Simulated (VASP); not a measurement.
Here is a VASP 6.6.1 calculation.

INCAR

```
SYSTEM = RhN
ALGO     = Normal         ! electronic algorithm
EDIFF    = 1E-6           ! SCF threshold, eV
ENCUT    = 520            ! plane-wave cutoff, eV
GGA      = PE             ! functional
ISIF     = 2              ! what is computed and relaxed
ISMEAR   = 0              ! smearing method
ISPIN    = 2              ! spin polarisation
LASPH    = .TRUE.         ! aspherical terms in the spheres
LCHARG   = .FALSE.        ! write CHGCAR
LDAU     = .TRUE.         ! DFT+U
LDAUJ    = 0 0          
LDAUL    = 2 -1           ! shell
LDAUPRINT= 1            
LDAUTYPE = 2            
LDAUU    = 2 0            ! U, eV
LMAXMIX  = 4              ! l up to which the mixer works
LORBIT   = 11             ! projections on sites
LREAL    = .FALSE.        ! projectors in reciprocal space
LWAVE    = .FALSE.        ! write WAVECAR
MAGMOM   = 0.6 0          ! initial moments
NELM     = 80             ! most SCF steps
PREC     = Accurate       ! precision mode
SIGMA    = 0.05           ! smearing width, eV
```

Contents of KPOINTS:

```
k-points
0
G
  7 7 7
  0 0 0
```

The input POSCAR:

```
RhN
1.0
    2.9628278700      0.0000000000      0.0000000000
   -1.4814139400      2.5658842000      0.0000000000
    0.0000000000      0.0000000000      2.8915732100
Rh N
1 1
Direct
    0.0000000000      0.0000000000      0.0000000000
    0.6666666667      0.3333333333      0.5000000000
```

Potentials or basis: VASP PAW PBE potentials, release 64 (Rh_pv, N).

Run with:

```bash
$ cat potpaw_PBE.64/Rh_pv/POTCAR potpaw_PBE.64/N/POTCAR > POTCAR
$ mpirun -np 1 vasp_std > vasp.out
```

Problem. Predict the band gap on the k mesh.

Solution. None (metal or under the smearing width).

Problem. What does it give for the pressure?

Solution. -13.5 GPa.

Problem. What does it give for the net moment?

Solution. 0.00 μB per cell.

Stress tensor (GPa, compression positive):
```
-12.60   0.00   0.00
  0.00 -12.60   0.00
  0.00   0.00 -15.30
```

The state reached can hang on the start; a lower one may exist.
